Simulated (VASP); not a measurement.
VASP ran on this input.

File POSCAR:
```
LiH
1
    0.0000000000     2.0009743375     2.0009743375
    2.0009743375    -0.0000000000     2.0009743375
    2.0009743375     2.0009743375     0.0000000000
Li H
1 1
Direct
  0.0000000000   0.0000000000   0.0000000000
  0.5000000000   0.5000000000   0.5000000000
```

KPOINTS:
```
Automatic
0
Gamma
10 10 10
```

INCAR:
```
AGGAC = 0.0
ALGO = Normal
EDIFF = 1E-6
EDIFFG = -0.01
ENCUT = 520
GGA = MK
IBRION = 2
ISIF = 3
ISMEAR = 0
LASPH = .True.
LCHARG = .False.
LREAL = .False.
LUSE_VDW = .True.
LWAVE = .False.
NELM = 100
NSW = 60
PARAM1 = 0.1234568
PARAM2 = 0.7114
PREC = Accurate
SIGMA = 0.05
SYSTEM = LiH
ZAB_VDW = -1.8867
```

POTCAR, in this order: Li_sv H (PBE.64 set). Program: vasp_std.

Translate this rev-vdW-DF2 calculation to Quantum ESPRESSO's pw.x.

One equivalent input (not run):
```
&CONTROL
  calculation = 'vc-relax'
  pseudo_dir = './pseudo'
  outdir = './out'
  tprnfor = .true.
  tstress = .true.
  nstep = 60
  forc_conv_thr = 0.00039
/
&SYSTEM
  ibrav = 0
  nat = 2
  ntyp = 2
  ecutwfc = 74
  occupations = 'smearing'
  smearing = 'gaussian'
  degauss = 0.003675
  input_dft = 'vdw-df2-b86r'
/
&ELECTRONS
  conv_thr = 7.3e-08
  electron_maxstep = 100
/
&IONS
/
&CELL
/
ATOMIC_SPECIES
  Li 6.940 Li.upf
  H 1.008 H.upf
CELL_PARAMETERS angstrom
     0.0000000    2.0009743    2.0009743
     2.0009743   -0.0000000    2.0009743
     2.0009743    2.0009743    0.0000000
ATOMIC_POSITIONS crystal
  Li   0.0000000  0.0000000  0.0000000
  H    0.5000000  0.5000000  0.5000000
K_POINTS automatic
  10 10 10 0 0 0
```
The two are equivalent in intent, not identical: the potentials are each code's own (VASP's PAW set, PseudoDojo norm-conserving files in pw.x), so ENCUT and ecutwfc are chosen apart and not converted; conv_thr bounds pw.x's estimated SCF error, while EDIFF bounds the energy change between steps; forc_conv_thr acts on force components and is met together with etot_conv_thr.

The compound is LiH in the rock salt structure. It was relaxed first, which changed the volume by -6 %. The start is the result of an earlier pass.
